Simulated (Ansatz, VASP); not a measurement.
## NaNb3 in VASP and in Ansatz

```
Na Nb
1.0
     4.04073    0.00000    0.00000
     0.00000    4.04073    0.00000
     0.00000    0.00000    3.99920
Na Nb
1 3
Direct
  0.00000 0.00000 0.00000
  0.00000 0.50000 0.50000
  0.50000 0.00000 0.50000
  0.50000 0.50000 0.00000
```

Alike in both runs: task relaxation of cell and atoms; functional PBE; k mesh 4 × 4 × 4; occupations gaussian, width 0.1 eV; no spin polarisation.

|  | VASP | Ansatz |
| --- | --- | --- |
| version | VASP 6.6.1 | Ansatz 0.2.0 |
| potentials or method | VASP PAW PBE potentials, release 64 (Na_pv, Nb_sv) | scalar-relativistic, plane waves, PAW |
| plane-wave cutoff (eV) | 600 | 420 |
| valence electrons in the cell | 46 | 48 |

Ansatz gave:

- gap on the k mesh at the Fermi level, each at its own relaxed structure (eV): none
- relaxed volume (Å³/atom): 18.77
- relaxed cell length with the largest relative difference (Å): 4.646
- energy change over the relaxation (meV/atom): -237

Question: Estimate VASP's values.

Answer: gap on the k mesh at the Fermi level, each at its own relaxed structure (eV): none; relaxed volume (Å³/atom): 18.74; relaxed cell length with the largest relative difference (Å): 4.639; energy change over the relaxation (meV/atom): -234.

A gap of «none» marks a metal or a gap that the smearing closes. The two sets of potentials don't hold the same shells in valence.

Caveats: the k mesh is coarse (spacing up to 0.39 Å⁻¹), so the values aren't converged.
